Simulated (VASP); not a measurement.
Data:

```yaml
crystal:
  lattice:
    - [5.74823, 0.00000, 0.00000]
    - [0.00000, 5.74823, 0.00000]
    - [0.00000, 0.00000, 5.74823]
  atoms:
    - { symbol: Zn, position: [0.00000, 0.50000, 0.50000] }
    - { symbol: Zn, position: [0.50000, 0.00000, 0.50000] }
    - { symbol: Zn, position: [0.50000, 0.50000, 0.00000] }
    - { symbol: Cd, position: [0.00000, 0.00000, 0.00000] }
    - { symbol: Se, position: [0.73854, 0.73854, 0.26146] }
    - { symbol: Se, position: [0.73854, 0.26146, 0.73854] }
    - { symbol: Se, position: [0.26146, 0.26146, 0.26146] }
    - { symbol: Se, position: [0.26146, 0.73854, 0.73854] }
```

The numbers are results of PBEsol GGA, VASP's PBE PAW potentials (set 64) (plane waves; VASP 6.6.1), not measurements. Run with 400 eV cut-off, 5×5×5 Γ-centred mesh, tetrahedra with Blöchl corrections, potentials Zn Cd Se.

### Question
Predict the energy per atom (σ→0), band gap (on the k-mesh) with the smallest direct gap where there is one.

### Answer

| Quantity | Value |
|---|---|
| band gap (on the k-mesh) | 0.98 eV |
| smallest direct gap (on the k-mesh) | 0.98 eV |
| energy per atom (σ→0) | -3.299 eV/atom |

Total energies compare only between runs with the same potentials, cut-off and functional.

The structure comes from a computed database's Zn3CdSe4 entry (P-43m); how it stands against other phases isn't given here. It was relaxed first.
